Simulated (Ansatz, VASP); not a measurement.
# Cross-check of NiHO2 (NiHO2 monolayer) between VASP and Ansatz, part 2 of 3

One calculation is typed for both programs; each brings its own data sets. How far apart do they land? The cell is taken from a series of runs on this material, whose earlier steps may have relaxed, scaled, displaced or heated it; both programs get it as it stands.

VASP 6.6.1 and Ansatz 0.2.0.

So far: Set-up; Ansatz: single point, PBEsol, DFT+U, pair 1.

## (3) VASP: single point, PBEsol, DFT+U, pair 1

Level of this step: PBEsol, DFT+U (Ni d 2.4 eV), spin-polarised from a ferromagnetic start; plane waves and PAW (Ni, O, H) (VASP).

The same cell, functional, mesh and smearing now go to VASP, with its own data sets.

Lines of VASP's logs that name or quote its potential files are left out, and so is its time.

INCAR reads:

```
SYSTEM = NiHO2
PREC = Accurate
ENCUT = 520
EDIFF = 1E-06
NELM = 200
ISMEAR = -1
SIGMA = 0.05
LREAL = .FALSE.
ALGO = Normal
GGA = PS
NBANDS = 54
ISPIN = 2
MAGMOM = 1 1 1 -0.1 -0.1 -0.1 0.03 0.03 0.03 0 0 0
LDAU = .TRUE.
LDAUTYPE = 2
LDAUL = 2 -1 -1
LDAUU = 2.4 0 0
LDAUJ = 0 0 0
LDAUPRINT = 1
LASPH = .TRUE.
LMAXMIX = 4
LORBIT = 11
LWAVE = .FALSE.
LCHARG = .FALSE.
ISIF = 2
GGA_COMPAT = .FALSE.
KPAR = 2
```

POSCAR reads:

```
NiHO2
1.0
   -0.0000005000      5.1590157610      0.0000000000
   -4.4678394570      7.7385232080      0.0000000000
    0.0000000000      0.0000000000     17.9903920000
Ni O H
3 6 3
Direct
    0.6666670000      0.6666663333      0.4720140000
    0.6666670000      0.9999996667      0.4720140000
    0.6666670000      0.3333330000      0.4720140000
    0.0000003333      0.3333330000      0.4168890000
    0.0000003333      0.6666663333      0.4168890000
    0.0000003333      0.9999996667      0.4168890000
    0.3333336667      0.9999996667      0.5284540000
    0.3333336667      0.3333330000      0.5284540000
    0.3333336667      0.6666663333      0.5284540000
    0.3333336667      0.9999996667      0.5831110000
    0.3333336667      0.3333330000      0.5831110000
    0.3333336667      0.6666663333      0.5831110000
```

KPOINTS reads:

```
Automatic mesh
0
Gamma
15 15 1
0 0 0
```

The projector-augmented-wave data sets are Ni, O and H (PBE family, release 64).

Launch:

```console
mpirun -np 2 vasp_std
```

Numbers of over 12 decimals in the logs are rounded to 6 here.

The log of the run:

```text
[banner, memory and clock lines left out]
running    2 mpi-ranks, on    1 nodes
 distrk:  each k-point on    1 cores,    2 groups
 distr:  one band on    1 cores,    1 groups

 POSCAR found type information on POSCAR NiO H
 POSCAR found :  3 types and      12 ions
|                                                                             |
|               ----> ADVICE to this user running VASP <----                  |
|                                                                             |
|     You enforced a specific xc type in the INCAR file but a different       |
|     [... a line on the potential file left out ...]
|     I HOPE YOU KNOW WHAT YOU ARE DOING!                                     |
|                                                                             |

 LDA part: xc-table for (Slater+PW92), standard interpolation
 POSCAR, INCAR and KPOINTS ok, starting setup
 FFT: planning ... GRIDC
 FFT: planning ... GRID_SOFT
 FFT: planning ... GRID
 WAVECAR not read
 entering main loop
       N       E                     dE             d eps       ncg     rms          rms(c)
DAV:   1     0.628175798513E+03    0.62818E+03   -0.27864E+04  5832   0.108E+03
DAV:   2     0.439910784907E+02   -0.58418E+03   -0.52867E+03  7010   0.280E+02
DAV:   3    -0.741242799704E+02   -0.11812E+03   -0.11554E+03  6928   0.140E+02
DAV:   4    -0.780317166873E+02   -0.39074E+01   -0.38856E+01  6776   0.311E+01
DAV:   5    -0.781183825836E+02   -0.86666E-01   -0.86586E-01  7240   0.477E+00    0.371E+01
DAV:   6    -0.840132405248E+02   -0.58949E+01   -0.12308E+02  9180   0.127E+02    0.600E+01
DAV:   7    -0.642874574811E+02    0.19726E+02   -0.31870E+01  8098   0.840E+01    0.148E+01
DAV:   8    -0.639746838761E+02    0.31277E+00   -0.10013E+01  9012   0.311E+01    0.957E+00
DAV:   9    -0.637396837474E+02    0.23500E+00   -0.21722E+00  8008   0.950E+00    0.507E+00
DAV:  10    -0.635718317626E+02    0.16785E+00   -0.68909E-01  8432   0.839E+00    0.213E+00
DAV:  11    -0.636173048436E+02   -0.45473E-01   -0.14340E-01  7102   0.386E+00    0.129E+00
DAV:  12    -0.636236334552E+02   -0.63286E-02   -0.11996E-02  6900   0.640E-01    0.801E-01
DAV:  13    -0.636334146124E+02   -0.97812E-02   -0.75909E-03  7470   0.689E-01    0.284E-01
DAV:  14    -0.636469028967E+02   -0.13488E-01   -0.60351E-03  7080   0.412E-01    0.130E-01
[...]
DAV:  24    -0.636685418742E+02   -0.79328E-04   -0.42957E-06  6144   0.924E-03    0.255E-03
DAV:  25    -0.636685862484E+02   -0.44374E-04   -0.12632E-06  5132   0.463E-03    0.145E-03
DAV:  26    -0.636686163620E+02   -0.30114E-04   -0.89383E-07  4854   0.314E-03    0.583E-04
DAV:  27    -0.636686331597E+02   -0.16798E-04   -0.67354E-07  4760   0.250E-03    0.634E-04
DAV:  28    -0.636686374028E+02   -0.42431E-05   -0.69245E-08  4796   0.146E-03    0.396E-04
DAV:  29    -0.636686410532E+02   -0.36504E-05   -0.61911E-08  4554   0.920E-04    0.250E-04
DAV:  30    -0.636686428207E+02   -0.17675E-05   -0.23466E-08  4692   0.599E-04    0.236E-04
DAV:  31    -0.636686436633E+02   -0.84263E-06   -0.64305E-09  4654   0.322E-04
   1 F= -.63668644E+02 E0= -.63649063E+02  d E =-.391617E-01  mag=     3.0000
```

Parts of OUTCAR (step 3):

```text
ion  position               nearest neighbor table
   1  0.667  0.667  0.472-   4 1.99   5 1.99   6 1.99   9 2.00   8 2.00   7 2.00   2 2.98   3 2.98
                             2 2.98   3 2.98   3 2.98   2 2.98
   2  0.667  1.000  0.472-   6 1.99   4 1.99   5 1.99   8 2.00   7 2.00   9 2.00   1 2.98   3 2.98
                             1 2.98   3 2.98   3 2.98   1 2.98
   3  0.667  0.333  0.472-   6 1.99   4 1.99   5 1.99   9 2.00   8 2.00   7 2.00   1 2.98   2 2.98
                             2 2.98   1 2.98   2 2.98   1 2.98
   4  0.000  0.333  0.417-   1 1.99   3 1.99   2 1.99
   5  0.000  0.667  0.417-   1 1.99   3 1.99   2 1.99
   6  0.000  1.000  0.417-   3 1.99   2 1.99   1 1.99
   7  0.333  1.000  0.528-  10 0.98   2 2.00   3 2.00   1 2.00
   8  0.333  0.333  0.528-  11 0.98   2 2.00   3 2.00   1 2.00
   9  0.333  0.667  0.528-  12 0.98   3 2.00   1 2.00   2 2.00
  10  0.333  1.000  0.583-   7 0.98
  11  0.333  0.333  0.583-   8 0.98
  12  0.333  0.667  0.583-   9 0.98

  LATTYP: Found a hexagonal cell.
 ALAT       =     5.1590157608
 C/A-ratio  =     3.4871752354

 Subroutine GETGRP returns: Found  6 space group operations
 (whereof  6 operations were pure point group operations)

The static configuration has the point symmetry C_3v.

 Found     27 irreducible k-points:

   k-points           NKPTS =     27   k-points in BZ     NKDIM =     27   number of bands    NBANDS=     54

   dimension x,y,z NGX =    40 NGY =   70 NGZ =  140
   dimension x,y,z NGXF=    80 NGYF=  140 NGZF=  280

   ENCUT  =  520.0 eV  38.22 Ry    6.18 a.u.   9.59 16.61 33.45*2*pi/ulx,y,z

   NELECT =      69.0000    total number of electrons

 k-points in reciprocal lattice and weights: Automatic mesh
   0.00000000  0.00000000  0.00000000       0.004
   0.06666667  0.00000000  0.00000000       0.027
   0.13333333  0.00000000  0.00000000       0.027
   0.20000000  0.00000000  0.00000000       0.027
   0.26666667  0.00000000  0.00000000       0.027
   0.33333333  0.00000000  0.00000000       0.009
   0.40000000  0.00000000  0.00000000       0.027
   0.46666667  0.00000000  0.00000000       0.027
   0.00000000  0.06666667  0.00000000       0.027
[...]
0.33333333  0.26666667  0.00000000       0.053
   0.00000000  0.33333333  0.00000000       0.027

atom =   1  type =  1  l = 2

 onsite density matrix

spin component  1

  0.9334 -0.0000 -0.0000 -0.0441 -0.0000
 -0.0000  0.8976 -0.0000  0.0000 -0.0441
 -0.0000 -0.0000  0.9692  0.0000  0.0000
 -0.0441  0.0000  0.0000  0.8976  0.0000
 -0.0000 -0.0441  0.0000  0.0000  0.9334

spin component  2

  0.7399 -0.0000 -0.0000 -0.2951 -0.0000
 -0.0000  0.5862 -0.0000  0.0000 -0.2951
 -0.0000 -0.0000  0.9654  0.0000  0.0000
 -0.2951  0.0000  0.0000  0.5862  0.0000
 -0.0000 -0.2951  0.0000  0.0000  0.7399

 occupancies and eigenvectors

  o =  0.3581  v =  0.0000  0.0000  0.0000  0.0000  0.0000 -0.5718  0.2805 -0.0000 -0.7398  0.2168      0.0000  0.0000  0.0000  0.0000  0.0000  0.0000  0.0000  0.0000  0.0000  0.0000
  o =  0.3581  v =  0.0000  0.0000  0.0000  0.0000  0.0000 -0.2168 -0.7398  0.0000 -0.2805 -0.5718      0.0000  0.0000  0.0000  0.0000  0.0000  0.0000  0.0000  0.0000  0.0000  0.0000
  o =  0.8679  v = -0.5220  0.2941 -0.0000 -0.7758  0.1979  0.0000  0.0000  0.0000  0.0000  0.0000      0.0000  0.0000  0.0000  0.0000  0.0000  0.0000  0.0000  0.0000  0.0000  0.0000
  o =  0.8679  v = -0.1979 -0.7758  0.0000 -0.2941 -0.5220  0.0000  0.0000  0.0000  0.0000  0.0000      0.0000  0.0000  0.0000  0.0000  0.0000  0.0000  0.0000  0.0000  0.0000  0.0000
  o =  0.9631  v =  0.7758  0.1979  0.0000 -0.5220 -0.2941  0.0000  0.0000  0.0000  0.0000  0.0000      0.0000  0.0000  0.0000  0.0000  0.0000  0.0000  0.0000  0.0000  0.0000  0.0000
  o =  0.9631  v = -0.2941  0.5220  0.0000  0.1979 -0.7758  0.0000  0.0000  0.0000  0.0000  0.0000      0.0000  0.0000  0.0000  0.0000  0.0000  0.0000  0.0000  0.0000  0.0000  0.0000
  o =  0.9654  v =  0.0000  0.0000  0.0000  0.0000  0.0000 -0.0000 -0.0000 -1.0000  0.0000  0.0000      0.0000  0.0000  0.0000  0.0000  0.0000  0.0000  0.0000  0.0000  0.0000  0.0000
[...]
o =  0.9680  v =  0.0000  0.0000  0.0000  0.0000  0.0000  0.7398  0.2168 -0.0000 -0.5718 -0.2805      0.0000  0.0000  0.0000  0.0000  0.0000  0.0000  0.0000  0.0000  0.0000  0.0000
  o =  0.9680  v =  0.0000  0.0000  0.0000  0.0000  0.0000 -0.2805  0.5718 -0.0000  0.2168 -0.7398      0.0000  0.0000  0.0000  0.0000  0.0000  0.0000  0.0000  0.0000  0.0000  0.0000
  o =  0.9692  v = -0.0000 -0.0000  1.0000  0.0000  0.0000  0.0000  0.0000  0.0000  0.0000  0.0000      0.0000  0.0000  0.0000  0.0000  0.0000  0.0000  0.0000  0.0000  0.0000  0.0000

 average (electrostatic) potential at core
       1 -94.1919       2 -94.1919       3 -94.1919       4 -77.5889       5 -77.5889
       6 -77.5889       7 -79.3087       8 -79.3087       9 -79.3087      10 -43.0304
      11 -43.0304      12 -43.0304

 E-fermi :  -2.8824

 spin component 1
 k-point     1 :       0.0000    0.0000    0.0000
  band No.  band energies     occupation
    ...
     33      -4.0162      1.00000
     34      -3.1506      0.99534
     35      -3.1505      0.99534
     36      -2.9374      0.75023
     37      -2.9374      0.75022
     38      -2.1757      0.00000
     39      -2.1757      0.00000
     40      -1.5852      0.00000
     41       1.2341      0.00000
     42       2.7007      0.00000
    ...

 k-point     2 :       0.0667    0.0000    0.0000
  band No.  band energies     occupation
    ...
     33      -3.9601      1.00000
     34      -3.1254      0.99231
     35      -3.1254      0.99231
     36      -2.9229      0.69217
     37      -2.9229      0.69217
     38      -2.3213      0.00001
     39      -2.2037      0.00000
     40      -1.4683      0.00000
     41       1.3458      0.00000
     42       2.8187      0.00000
    ...

 k-point     3 :       0.1333    0.0000    0.0000
  band No.  band energies     occupation
    ...
     31      -4.5509      1.00000
     32      -4.5509      1.00000
     33      -3.8903      1.00000
     34      -3.0860      0.98325
     35      -3.0860      0.98324
     36      -2.8469      0.32993
     37      -2.8469      0.32992
     38      -2.6831      0.01825
     39      -2.2740      0.00001
     40      -1.1503      0.00000
    ...

 k-point     4 :       0.2000    0.0000    0.0000
  band No.  band energies     occupation
    ...
     32      -4.5738      1.00000
     33      -3.9573      1.00000
     34      -3.0972      0.98658
     35      -3.0972      0.98658
     36      -3.0575      0.97075
     37      -2.6751      0.01558
     38      -2.6751      0.01558
     39      -2.3517      0.00002
     40      -0.6772      0.00000
     41       1.7897      0.00000
    ...

 k-point     5 :       0.2667    0.0000    0.0000
  band No.  band energies     occupation
    ...
     32      -4.6637      1.00000
     33      -4.2896      1.00000
     34      -3.2041      0.99840
     35      -3.1425      0.99453
     36      -3.1425      0.99453
     37      -2.4942      0.00043
     38      -2.4942      0.00043
     39      -2.4026      0.00007
     40      -0.0693      0.00000
     41       1.1524      0.00000
    ...

 k-point     6 :       0.3333    0.0000    0.0000
  band No.  band energies     occupation
    ...
     32      -4.6742      1.00000
     33      -4.6742      1.00000
     34      -3.1833      0.99757
     35      -3.1833      0.99757
     36      -3.1833      0.99757
     37      -2.4167      0.00009
     38      -2.4167      0.00009
     39      -2.4167      0.00009
     40       0.6687      0.00000
     41       0.6687      0.00000
    ...

  Total       -6.7183294     -6.7183294     -6.3085281     -0.0000000     -0.0000000     -0.0000000
  in kB      -25.9577419    -25.9577419    -24.3743844     -0.0000000     -0.0000000     -0.0000000
  external PRESSURE =     -25.4299560 kB  Pullay stress =       0.0000000 kB

  energy-cutoff  :      520.00
  volume of cell :      414.67
      direct lattice vectors                 reciprocal lattice vectors
    -0.000000500  5.159015761  0.000000000     0.335732781  0.193835455  0.000000000
    -4.467839457  7.738523208  0.000000000    -0.223821867 -0.000000022  0.000000000
     0.000000000  0.000000000 17.990392000     0.000000000  0.000000000  0.055585226

 POSITION                                       TOTAL-FORCE (eV/Angst)
 -----------------------------------------------------------------------------------
     -2.97856      8.59836      8.49172        -0.000000      0.000000     -1.609932
     -4.46784     11.17787      8.49172        -0.000000      0.000000     -1.609932
     -1.48928      6.01885      8.49172        -0.000000      0.000000     -1.609932
     -1.48928      2.57951      7.50000         0.000000      0.000000      1.648833
     -2.97856      5.15901      7.50000         0.000000      0.000000      1.648833
     -4.46784      7.73852      7.50000        -0.000000      0.000000      1.648833
     -4.46784      9.45819      9.50709         0.000000     -0.000000      0.246738
     -1.48928      4.29918      9.50709        -0.000000     -0.000000      0.246738
     -2.97856      6.87869      9.50709         0.000000      0.000000      0.246738
     -4.46784      9.45819     10.49040        -0.000000     -0.000000     -0.285639
     -1.48928      4.29918     10.49040        -0.000000     -0.000000     -0.285639
     -2.97856      6.87869     10.49040        -0.000000     -0.000000     -0.285639
 -----------------------------------------------------------------------------------
    total drift:                               -0.010565      0.006099     -0.001799

  FREE ENERGIE OF THE ION-ELECTRON SYSTEM (eV)
  ---------------------------------------------------
  free  energy   TOTEN  =       -63.6686436633 eV

  energy  without entropy=      -63.6294819386  energy(sigma->0) =      -63.64906280

 total charge
# of ion       s       p       d       tot
------------------------------------------
    1        0.401   0.536   8.221   9.158
    2        0.401   0.536   8.221   9.158
    3        0.401   0.536   8.221   9.158
    4        1.585   3.236   0.000   4.821
    5        1.585   3.236   0.000   4.821
    6        1.585   3.236   0.000   4.821
    7        1.560   3.520   0.000   5.081
    8        1.560   3.520   0.000   5.081
    9        1.560   3.520   0.000   5.081
   10        0.613   0.112   0.000   0.725
   11        0.613   0.112   0.000   0.725
   12        0.613   0.112   0.000   0.725
--------------------------------------------------
tot         12.478  22.213  24.662  59.352

 magnetization (x)
# of ion       s       p       d       tot
------------------------------------------
    1        0.004   0.003   1.014   1.021
    2        0.004   0.003   1.014   1.021
    3        0.004   0.003   1.014   1.021
    4        0.005  -0.098   0.000  -0.093
    5        0.005  -0.098   0.000  -0.093
    6        0.005  -0.098   0.000  -0.093
    7        0.020   0.029   0.000   0.049
    8        0.020   0.029   0.000   0.049
    9        0.020   0.029   0.000   0.049
   10        0.005   0.001   0.000   0.006
   11        0.005   0.001   0.000   0.006
   12        0.005   0.001   0.000   0.006
--------------------------------------------------
tot          0.102  -0.196   3.043   2.948

[... 6 further parts left out ...]
```

## (4) Comparison

Known differences besides the potentials themselves: VASP starts from the moments at which Ansatz ended; U acts on the PAW sphere in VASP and on atomic orbitals in Ansatz, so only states and trends compare; the data sets hold 93 valence electrons in Ansatz (on its default PAW (the set named soft_2) files) and 69 in VASP; the cutoff is 420 eV in Ansatz and 520 eV in VASP; Ansatz makes its cores anew for this functional, VASP keeps those of its PBE data sets; site moments are counted in spheres of each program's own size. Total energies have different zeros and are not compared.

Compared:

| quantity | Ansatz | VASP | difference |
| --- | --- | --- | --- |
| total moment (μB) | 3.00 | 3.00 | 0.00 |
| moment on Ni1 (μB) | 1.00 | 1.02 | -0.02 |
| moment on Ni2 (μB) | 1.00 | 1.02 | -0.02 |
| moment on Ni3 (μB) | 1.00 | 1.02 | -0.02 |
| moment on O4 (μB) | -0.10 | -0.09 | 0.00 |
| moment on O5 (μB) | -0.10 | -0.09 | 0.00 |
| moment on O6 (μB) | -0.10 | -0.09 | 0.00 |

With vacuum in the cell, a pressure given here is an average over mostly empty space and none of the material.

[end of part 2 of 3]

[Lines on the potential files, build, host, timing and source positions are cut from VASP's logs without a mark.]

[Logs are printed without paths, hosts, clocks, repeated set-up lines and the standing remarks that a program may print on its own settings, such as how far it seeks lower states.]

[Hosts, paths, dates, database ids (printed as entryN), source tags and the programs' standing remarks are cut or masked in the printed files.]
